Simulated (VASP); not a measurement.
VASP runs on InW (space group Pm-3m) share one base input (PBE GGA, plane waves, VASP's PBE PAW potentials (set 64)) and change the settings named in each case.

File KPOINTS:
```
kpoints
0
G
 8 8 8
```

### INCAR
```
# general
SYSTEM  = InW
PREC    = Accurate
ENCUT   = 300
LREAL   = .False.
LASPH   = .True.

# electronic loop
EDIFF   = 1E-6
NELM    = 100
ALGO    = Normal
LMAXMIX = 6

# smearing
ISMEAR  = -1
SIGMA   = 0.136

# functional
GGA     = PE

# ions
ISIF    = 2

# output
LWAVE   = .False.
LCHARG  = .False.
```

POSCAR:
```
InW
6.9721560
  0.5000000000   0.0000000000   0.0000000000
  0.0000000000   0.5000000000   0.0000000000
  0.0000000000   0.0000000000   0.5000000000
In W
1 1
Cartesian
  0.0000000000   0.0000000000   0.0000000000
  0.2500000000   0.2500000000   0.2500000000
```

POTCAR, in this order: In_d W_sv (PBE.64 set). Program: vasp_std.

```tsv
change	E(σ→0) (eV/atom)	pressure (GPa)	−TS (eV)
base run	-6.6107	-17.04	-0.1376
GGA removed, POTCAR In_d W_sv (LDA.64 set)	-7.4455	-24.40	-0.1366
GGA_COMPAT = .FALSE., LNONCOLLINEAR = .TRUE., LSORBIT = .TRUE., MAGMOM = 0.0 0.0 0.0 0.0 0.0 0.0, program vasp_ncl	-7.0753	-16.24	-0.1425
KPOINTS 4×4×4 Γ-centred mesh	-6.6154	-16.55	-0.1997
```
 Energies of different potentials or functionals have different zeros.  Unless said otherwise, spin-orbit coupling is left out, though it shifts the bands of the heavy elements here. At 300 eV the pressure can carry a Pulay error.

Left out are runs that ran out of time, are held back, or changed the cell or the kind of run, fixed moments of cells without a moment, rows past the twelfth, gaps on odd meshes, pressures of charged cells and columns that move by less than the noise.

The structure was generated: InW was put into an ordered model structure, which need not be its known phase. The cell was not relaxed at this level.
